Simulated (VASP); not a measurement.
Data:

```
CELL_PARAMETERS angstrom
      2.85011     0.00000     0.00000
     -1.42506     2.46827     0.00000
      0.00000     0.00000     9.42322
ATOMIC_POSITIONS crystal
  Ag 0.00000 0.00000 0.00000
  Ag 0.00000 0.00000 0.50000
  Ag 0.33333 0.66667 0.25000
  Ag 0.66667 0.33333 0.75000
```

Computed with PBEsol GGA, VASP's PBE PAW potentials (set 64) (plane waves; VASP). Numerical set-up: 400 eV cut-off, 14×14×4 Γ-centred mesh, tetrahedra with Blöchl corrections, potentials Ag.

The cores are frozen, which limits the accuracy of field gradients.

Question: Give the principal components of the electric field gradient (V/Å²) and the asymmetry η at each nucleus.

Answer: 
```
atom   Vxx   Vyy  Vzz     η
----  ----  ----  ---  ----
Ag1   -1.1  -1.1  2.2  0.00
Ag2   -1.1  -1.1  2.2  0.00
Ag3   -2.2  -2.2  4.4  0.00
Ag4   -2.2  -2.2  4.4  0.00
```

The structure was generated: Ag was put into the dhcp type (P6_3/mmc), which need not be its known phase. It was relaxed first.
